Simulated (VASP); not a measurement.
Write the native input for VASP 6.6.1 that does the following.

* Task: single point
* Functional: PBE
* Potentials or basis: VASP PAW PBE potentials, release 64 (Ag, F)
* Cutoff: 520 eV
* k mesh: 7 × 7 × 7
* Occupations: fermi-dirac, width 0.05 eV
* Spin: no spin polarisation
* Further INCAR settings: ALGO = Normal; EDIFF = 1e-07; NBANDS = 28

The structure of Ag3F lies in POSCAR:

```
Ag3F
1.0
    0.0000000000      3.2160900000      3.2160900000
    3.2160900000      0.0000000000      3.2160900000
    3.2160900000      3.2160900000      0.0000000000
Ag F
3 1
Direct
    0.2500000000      0.2500000000      0.2500000000
    0.7500000000      0.7500000000      0.7500000000
    0.5000000000      0.5000000000      0.5000000000
    0.0000000000      0.0000000000      0.0000000000
```

The cell was built by a generator and needn't be a form met in nature.

The input as run:

INCAR

```
SYSTEM = Ag3F
PREC = Accurate
ENCUT = 520
EDIFF = 1E-7
ISMEAR = -1
SIGMA = 0.05
LREAL = .False.
LASPH = .True.
NELM = 100
ALGO = Normal
ISIF = 2
LWAVE = .False.
LCHARG = .False.
GGA = PE
NBANDS = 28
```

KPOINTS

```
regular mesh
0
Gamma
  7 7 7
  0 0 0
```

Potentials or basis: VASP PAW PBE potentials, release 64 (Ag, F).

Run with:

```console
$ cat potpaw_PBE.64/Ag/POTCAR potpaw_PBE.64/F/POTCAR > POTCAR
$ mpirun -np 1 vasp_std > vasp.out
```

Results of the run:

```yaml
Pressure: -0.2 GPa
Band_gap_on_the_k_mesh: none (metal or under the smearing width)
```

It took 94 s on 1 thread of AMD EPYC 7571 (shared host), peak memory 0.18 GiB.
